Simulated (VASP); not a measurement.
**Cu: relaxation of cell and atoms with RPBE**

The system is Cu.

```xyz
1
Lattice="0.0000 1.8075 1.8075 1.8075 0.0000 1.8075 1.8075 1.8075 0.0000" Properties=species:S:1:pos:R:3 pbc="T T T"
Cu    0.0000    0.0000    0.0000
```

```yaml
Program: VASP 6.6.1
Task: relaxation of cell and atoms
Functional: RPBE
Potentials_or_basis: VASP PAW PBE potentials, release 64 (Cu)
Cutoff: 600 eV
k_mesh: 18 × 18 × 18
Occupations: methfessel-paxton, width 0.1 eV
Spin: no spin polarisation
Further_INCAR_settings: ALGO = Normal; EDIFF = 1e-06; IBRION = 2; EDIFFG = -0.01; NSW = 90; ISIF = 3
```

```
Relaxed volume                         : 12.46 Å³/atom
Relaxed cell                           : a = 2.602 Å, b = 2.602 Å, c = 2.602 Å, α = 60.00°, β = 60.00°, γ = 60.00°
Space group after relaxing (to 0.05 Å) : Fm-3m (No. 225)
Energy gained by relaxing              : 14.5 meV/atom
Ionic steps                            : 3
Pressure after relaxing                : 0.0 GPa
Band gap on the k mesh                 : none (metal or under the smearing width)
```

The path:
```tsv
step	energy change (eV)	largest force (eV/Å)	pressure (GPa)	volume (Å³)
1	0.0000	0.0000	7.51	11.81
2	-0.0116	0.0000	-2.83	12.78
3	-0.0145	0.0000	0.04	12.46
```

Final structure:
```xyz
1
Lattice="0.0000 1.8402 1.8402 1.8402 0.0000 1.8402 1.8402 1.8402 0.0000" Properties=species:S:1:pos:R:3 pbc="T T T"
Cu    0.0000    0.0000    0.0000
```

Levels at points of the mesh, in eV from the Fermi level:
```tsv
k point	band 4	band 5	band 6	band 7	band 8	band 9
(0.00, 0.00, 0.00)	-2.82	-2.07	-2.07	22.13	24.47	24.47
(0.50, 0.00, 0.00)	-1.55	-1.55	-0.82	3.55	20.65	21.35
(0.50, 0.50, 0.00)	-1.42	-1.42	1.58	6.80	12.74	12.74
```

It took 21 s on 1 thread of Intel(R) Xeon(R) 6975P-C (Granite Rapids) (shared host), peak memory 0.15 GiB.

Caveat: the PAW data sets were made with another functional, which shifts forces and pressure a little. RPBE and its kin give volumes clearly too large for solids.
